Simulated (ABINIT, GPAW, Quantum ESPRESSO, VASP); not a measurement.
# One structure in several programs: Be (P6_3/mmc, 2 atoms in the cell)

Self-consistent single point.

```xyz
2
Lattice="1.1450 -1.9832 0.0000 1.1450 1.9832 0.0000 0.0000 0.0000 3.5800" Properties=species:S:1:pos:R:3 pbc="T T T"
Be     1.1450     0.6611     0.8950
Be     1.1450    -0.6611     2.6850
```

All programs got the same cell, k-point mesh and kind of occupations (in ABINIT's words: tsmear = 0.1 eV; ngkpt = 16 16 9; nshiftk = 1; shiftk = 0 0 0); potentials, basis and cutoffs are each program's usual ones.

```json
[
 {"code": "ABINIT", "model": "PBE, norm-conserving pseudopotentials (PseudoDojo nc-sr-05 PBE standard)", "pressure (GPa)": "-2.40", "cutoff": "1197 eV"},
 {"code": "GPAW", "model": "PBE, GPAW PAW datasets PBE (gpaw-data 1.0.1)", "pressure (GPa)": "-1.70", "cutoff": "800 eV"},
 {"code": "Quantum ESPRESSO", "model": "PBE, PSlibrary ultrasoft (PBE) pseudopotentials", "pressure (GPa)": "-3.32", "cutoff": "40 Ry"},
 {"code": "VASP", "model": "PBE, VASP's PBE PAW potentials (set 64)", "pressure (GPa)": "-2.97", "cutoff": "300 eV"}
]
```

The spread over the programs that give each value: pressure within 1.62 GPa.

The starting cell has typed, rounded lattice constants, without a prior relaxation at this level.

Task: Why do the programs differ, and what cannot be compared?

Result: Differences of this kind can come from the potentials, where these differ, and from what each basis and cutoff leave unconverged. The valence holds different numbers of electrons (ABINIT 8, GPAW 4, Quantum ESPRESSO 4, VASP 4). The zero of total energies and Fermi levels follows the potentials and each program's conventions, so they are not compared here.

VASP's run is marked for a possible Pulay error in its stress at this cutoff; no cutoff test was made.

Left out of this page: Ansatz, CP2K, Elk, FLEUR and SIESTA (not drawn, or without a comparable value).
